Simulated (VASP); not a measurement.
Method: PBEsol GGA, VASP's PBE PAW potentials (set 64) (plane waves; VASP 6.6.1).

A VASP calculation is set up with these files.

**KPOINTS**
```
Automatic mesh
0
Gamma
14 14 8
0 0 0
```

INCAR:
```
ALGO = Normal
EDIFF = 1E-7
EDIFFG = -0.01
ENCUT = 480
GGA = PS
IBRION = 2
ISIF = 3
ISMEAR = 1
LASPH = T
LCHARG = F
LMAXMIX = 4
LREAL = F
LWAVE = F
NELM = 100
NSW = 40
PREC = Accurate
PSTRESS = 150
SIGMA = 0.1
SYSTEM = Ti
```

POSCAR:
```
Ti
1
    1.4448712376    -2.5025904492     0.0000000000
    1.4448712376     2.5025904492     0.0000000000
   -0.0000000000    -0.0000000000     4.5850019299
Ti
2
Direct
  0.3333330000   0.6666670000   0.2500000000
  0.6666670000   0.3333330000   0.7500000000
```

POTCAR, in this order: Ti_sv (PBE.64 set). Program: vasp_std.

The run wrote:

**OSZICAR**
```
       N       E                     dE             d eps       ncg     rms          rms(c)
DAV:   1     0.238712669534E+03    0.23871E+03   -0.13059E+04  3840   0.180E+03
DAV:   2     0.884733081381E+01   -0.22987E+03   -0.22848E+03  3992   0.479E+02
DAV:   3    -0.177660604497E+02   -0.26613E+02   -0.26413E+02  7528   0.134E+02
DAV:   4    -0.188264419998E+02   -0.10604E+01   -0.10603E+01  3968   0.279E+01
DAV:   5    -0.188835481048E+02   -0.57106E-01   -0.57106E-01  6360   0.445E+00    0.130E+01
DAV:   6    -0.166838379021E+02    0.21997E+01   -0.79190E+00  4520   0.334E+01    0.328E+00
DAV:   7    -0.166580846214E+02    0.25753E-01   -0.92172E-01  5784   0.819E+00    0.209E+00
DAV:   8    -0.166874065271E+02   -0.29322E-01   -0.23919E-01  4440   0.662E+00    0.754E-01
DAV:   9    -0.166777297766E+02    0.96768E-02   -0.55975E-02  4600   0.281E+00    0.736E-02
DAV:  10    -0.166780982787E+02   -0.36850E-03   -0.28570E-03  6048   0.425E-01    0.937E-02
DAV:  11    -0.166781356623E+02   -0.37384E-04   -0.21005E-04  4656   0.139E-01    0.312E-02
DAV:  12    -0.166781276108E+02    0.80516E-05   -0.40706E-05  5024   0.580E-02    0.551E-03
DAV:  13    -0.166781278697E+02   -0.25896E-06   -0.10715E-06  5056   0.102E-02    0.715E-04
DAV:  14    -0.166781281021E+02   -0.23236E-06   -0.17062E-07  3360   0.284E-03    0.569E-04
DAV:  15    -0.166781281257E+02   -0.23619E-07   -0.31057E-08  2520   0.163E-03
   1 F= -.13573789E+02 E0= -.13574534E+02  d E =-.135738E+02
       N       E                     dE             d eps       ncg     rms          rms(c)
DAV:   1    -0.305528108114E+02   -0.13875E+02   -0.38972E+02  5152   0.256E+02    0.354E+01
DAV:   2    -0.164385531835E+02    0.14114E+02   -0.45730E+01  4096   0.950E+01    0.118E+01
DAV:   3    -0.152990879775E+02    0.11395E+01   -0.16947E+01  5680   0.348E+01    0.559E+00
DAV:   4    -0.156497339486E+02   -0.35065E+00   -0.27874E+00  4776   0.168E+01    0.734E-01
DAV:   5    -0.157657101796E+02   -0.11598E+00   -0.31343E-01  5888   0.483E+00    0.112E+00
DAV:   6    -0.159329479469E+02   -0.16724E+00   -0.34934E-01  5176   0.408E+00    0.580E-01
DAV:   7    -0.159403511415E+02   -0.74032E-02   -0.29033E-02  5312   0.141E+00    0.425E-01
DAV:   8    -0.159519544963E+02   -0.11603E-01   -0.30519E-02  4592   0.132E+00    0.247E-01
DAV:   9    -0.159519388323E+02    0.15664E-04   -0.48887E-03  4984   0.453E-01    0.154E-02
DAV:  10    -0.159519989649E+02   -0.60133E-04   -0.26489E-04  4840   0.127E-01    0.306E-02
DAV:  11    -0.159520079164E+02   -0.89515E-05   -0.71478E-05  5248   0.461E-02    0.305E-02
DAV:  12    -0.159520021869E+02    0.57295E-05   -0.14925E-05  5080   0.315E-02    0.903E-03
DAV:  13    -0.159520019534E+02    0.23350E-06   -0.74938E-07  4744   0.757E-03    0.396E-03
DAV:  14    -0.159520018240E+02    0.12941E-06   -0.13653E-07  2600   0.498E-03    0.146E-03
DAV:  15    -0.159520017951E+02    0.28951E-07   -0.89918E-08  2208   0.342E-03
   2 F= -.13469231E+02 E0= -.13469163E+02  d E =0.104558E+00
       N       E                     dE             d eps       ncg     rms          rms(c)
DAV:   1    -0.213955158718E+02   -0.54435E+01   -0.13096E+02  5128   0.176E+02    0.199E+01
DAV:   2    -0.165495870184E+02    0.48459E+01   -0.25482E+01  5912   0.609E+01    0.614E+00
DAV:   3    -0.162369190501E+02    0.31267E+00   -0.45034E+00  4912   0.155E+01    0.203E+00
DAV:   4    -0.163697023334E+02   -0.13278E+00   -0.51220E-01  5320   0.658E+00    0.105E+00
DAV:   5    -0.165011907231E+02   -0.13149E+00   -0.24780E-01  5000   0.273E+00    0.109E+00
DAV:   6    -0.165371494123E+02   -0.35959E-01   -0.59419E-02  5552   0.224E+00    0.214E-01
DAV:   7    -0.165432985063E+02   -0.61491E-02   -0.18099E-02  4960   0.732E-01    0.627E-02
DAV:   8    -0.165435348091E+02   -0.23630E-03   -0.19992E-03  5976   0.313E-01    0.138E-02
DAV:   9    -0.165435894204E+02   -0.54611E-04   -0.16428E-04  5128   0.111E-01    0.159E-02
DAV:  10    -0.165435905418E+02   -0.11214E-05   -0.28483E-05  4560   0.376E-02    0.925E-03
DAV:  11    -0.165435895666E+02    0.97522E-06   -0.15711E-06  5392   0.114E-02    0.386E-03
DAV:  12    -0.165435898916E+02   -0.32504E-06   -0.51495E-07  4152   0.708E-03    0.180E-03
DAV:  13    -0.165435898312E+02    0.60445E-07   -0.11984E-08  2112   0.119E-03
   3 F= -.13723293E+02 E0= -.13723765E+02  d E =-.149503E+00
       N       E                     dE             d eps       ncg     rms          rms(c)
DAV:   1    -0.165383343039E+02    0.52556E-02   -0.58711E-02  5064   0.347E+00    0.424E-01
DAV:   2    -0.165361278658E+02    0.22064E-02   -0.10634E-02  5776   0.127E+00    0.128E-01
DAV:   3    -0.165359763213E+02    0.15154E-03   -0.16806E-03  5296   0.311E-01    0.446E-02
DAV:   4    -0.165360309412E+02   -0.54620E-04   -0.33531E-04  5184   0.147E-01    0.143E-02
DAV:   5    -0.165360701911E+02   -0.39250E-04   -0.77868E-05  5064   0.630E-02    0.220E-02
DAV:   6    -0.165360878768E+02   -0.17686E-04   -0.32766E-05  5448   0.436E-02    0.571E-03
DAV:   7    -0.165360897871E+02   -0.19103E-05   -0.41576E-06  5640   0.130E-02    0.373E-03
DAV:   8    -0.165360911284E+02   -0.13413E-05   -0.17002E-06  4760   0.865E-03    0.285E-04
DAV:   9    -0.165360912151E+02   -0.86674E-07   -0.23468E-07  2952   0.281E-03
   4 F= -.13723430E+02 E0= -.13723894E+02  d E =-.149641E+00
```

**OUTCAR**
```
------------------------ aborting loop because EDIFF is reached ----------------------------------------
  FORCE on cell =-STRESS in cart. coord.  units (eV):
  Direction    XX          YY          ZZ          XY          YZ          ZX
  --------------------------------------------------------------------------------------
  Total        2.8047705      2.8047706      2.8002851      0.0000000      0.0000000      0.0000000
  in kB      149.5791844    149.5791911    149.3399758      0.0000000      0.0000000      0.0000000
  external PRESSURE =      -0.5005496 kB  Pullay stress =     150.0000000 kB
  volume of cell :       30.04
      direct lattice vectors                 reciprocal lattice vectors
     1.398418574 -2.422132074 -0.000000000     0.357546738 -0.206429701 -0.000000000
     1.398418574  2.422132074  0.000000000     0.357546738  0.206429701 -0.000000000
     0.000000000  0.000000000  4.434776605    -0.000000000 -0.000000000  0.225490501
 POSITION                                       TOTAL-FORCE (eV/Angst)
 -----------------------------------------------------------------------------------
      1.39842      0.80738      1.10869        -0.000000     -0.000000      0.000000
      1.39842     -0.80738      3.32608         0.000000      0.000000      0.000000
 -----------------------------------------------------------------------------------
    total drift:                               -0.000000      0.001034     -0.000020
  FREE ENERGIE OF THE ION-ELECTRON SYSTEM (eV)
  ---------------------------------------------------
  free  energy   TOTEN  =       -16.5360912151 eV

  energy  without entropy=      -16.5374846814  energy(sigma->0) =      -16.53655570
  enthalpy is  TOTEN    =       -13.7234300009 eV   P V=        2.8126612142

 reached required accuracy - stopping structural energy minimisation
```
(Selected blocks of OUTCAR.)

### CONTCAR
```
Ti
   1.00000000000000
     1.3984185739130002   -2.4221320739476275   -0.0000000000000000
     1.3984185739130002    2.4221320739476275    0.0000000000000000
     0.0000000000000000    0.0000000000000000    4.4347766047827433
  Ti
     2
Direct
     0.3333330000000032    0.6666669999999968    0.2500000000000000
     0.6666669999999968    0.3333330000000032    0.7500000000000000
```

OUTCAR:
```
 val. band max:        9.7998173682   @ k =   0.2143   0.2143   0.5000

 cond. band min:       9.8657248884   @ k =   0.3571   0.2143   0.2500


 Fermi energy:         9.8609169850

 k-point     1 :       0.0000    0.0000    0.0000
  band No.  band energies     occupation
      1     -46.5853      2.00000
      2     -46.3381      2.00000
      3     -23.4734      2.00000
      4     -22.4618      2.00000
      5     -22.4618      2.00000
      6     -22.3403      2.00000
      7     -22.3065      2.00000
      8     -22.3065      2.00000
      9       3.3088      2.00000
     10       6.7490      2.00000
     11      10.6666     -0.00000
     12      10.6666     -0.00000
     13      10.8110     -0.00000
     14      11.0821     -0.00000
     15      11.2834     -0.00000
     16      11.2834     -0.00000

 k-point     2 :       0.0714    0.0000    0.0000
  band No.  band energies     occupation
      1     -46.5761      2.00000
      2     -46.3344      2.00000
      3     -23.4554      2.00000
      4     -22.4997      2.00000
      5     -22.4743      2.00000
      6     -22.3477      2.00000
      7     -22.3459      2.00000
      8     -22.3111      2.00000
      9       3.4749      2.00000
     10       6.8819      2.00000
     11      10.3447     -0.00000
     12      10.6921     -0.00000
     13      10.7900     -0.00000
     14      11.0572     -0.00000
     15      11.1986     -0.00000
     16      11.3936     -0.00000

 k-point     3 :       0.1429    0.0000    0.0000
  band No.  band energies     occupation
      1     -46.5501      2.00000
      2     -46.3244      2.00000
      3     -23.4032      2.00000
      4     -22.6064      2.00000
      5     -22.5085      2.00000
      6     -22.4541      2.00000
      7     -22.3700      2.00000
      8     -22.3249      2.00000
      9       3.9536      2.00000
     10       7.2368      2.00000
     11       9.8770      0.73224
     12       9.9182      0.18507
     13      10.9365     -0.00000
...
```

Energy and stress use the plane-wave basis of the starting cell.

The compound is Ti in the hcp structure. This run relaxes it under an external pressure of 15 GPa. Symmetry was kept, so distortions that lower it aren't found.
